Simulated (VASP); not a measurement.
Consider the following.

```
Na
1.0
   -2.11761     2.11761     2.11761
    2.11761    -2.11761     2.11761
    2.11761     2.11761    -2.11761
Na
1
Direct
  0.00000   0.00000   0.00000
```

All values below come from PW91 GGA, VASP's PBE PAW potentials (set 64) (plane waves; VASP). Numerical set-up: 520 eV cut-off, 12×12×12 Γ-centred mesh, first-order Methfessel-Paxton smearing of 0.10 eV, potentials Na_pv.

Problem. What does the run give for the energy per atom (σ→0), band gap (on the k-mesh) with the smallest direct gap where there is one?

Solution. 
```yaml
band gap (on the k-mesh): none (metal, semimetal or under 0.01 eV)
energy per atom (σ→0): -1.300 eV/atom
```

The absolute energy has meaning only against runs of the same code, potentials and settings.

The compound is Na in the bcc structure. This cell is one point of a volume scan, at 1.03 of the reference volume.
